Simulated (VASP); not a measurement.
Wanted: the native input for a VASP 6.6.1 run.

| Quantity | Value |
| --- | --- |
| Task | single point |
| Functional | PBE |
| Potentials or basis | VASP PAW PBE potentials, release 64 (Be, Cd, S) |
| Cutoff | 520 eV |
| k mesh | 3 × 3 × 3 |
| Occupations | gaussian, width 0.05 eV |
| Spin | no spin polarisation |
| Further INCAR settings | PREC = Normal; LREAL = Auto; ALGO = Fast; EDIFF = 1e-05 |

The structure of BeCd2S3 lies in POSCAR:

```
BeCd2S3
1.0
    3.3851300000     -5.9737000000      0.0000000000
    3.3851300000      5.9737000000      0.0000000000
   -2.0541670000      0.0000000000      6.3642380000
Be Cd S
2 4 6
Direct
    0.0716680000      0.9210300000      0.4941680000
    0.9210300000      0.0716680000      0.9941680000
    0.4092170000      0.5815830000      0.4982650000
    0.7631580000      0.2431660000      0.4994250000
    0.5815830000      0.4092170000      0.9982650000
    0.2431660000      0.7631580000      0.9994250000
    0.7531760000      0.5830110000      0.3969220000
    0.0384640000      0.1604060000      0.3386900000
    0.3365220000      0.8887550000      0.3981610000
    0.5830110000      0.7531760000      0.8969220000
    0.1604060000      0.0384640000      0.8386900000
    0.8887550000      0.3365220000      0.8981610000
```

The cell was built by a generator and needn't be a form met in nature.

The input as run:

INCAR

```
SYSTEM = BeCd2S3
PREC = Normal
ENCUT = 520
EDIFF = 1E-5
ISMEAR = 0
SIGMA = 0.05
LREAL = Auto
LASPH = .True.
NELM = 80
ALGO = Fast
ISIF = 2
LWAVE = .False.
LCHARG = .False.
GGA = PE
```

KPOINTS

```
regular mesh
0
Gamma
  3 3 3
  0 0 0
```

Potentials or basis: VASP PAW PBE potentials, release 64 (Be, Cd, S).

Command:

```sh
$ cat potpaw_PBE.64/Be/POTCAR potpaw_PBE.64/Cd/POTCAR potpaw_PBE.64/S/POTCAR > POTCAR
$ mpirun -np 1 vasp_std > vasp.out
```

It gave:

The pressure is 0.0 GPa. The largest force is 0.017 eV/Å. The band gap on the k mesh is 1.82 eV, direct.

Run time: 82 s on 1 thread of AMD EPYC 7R13 Processor (Zen 3) (shared host), peak memory 0.25 GiB.
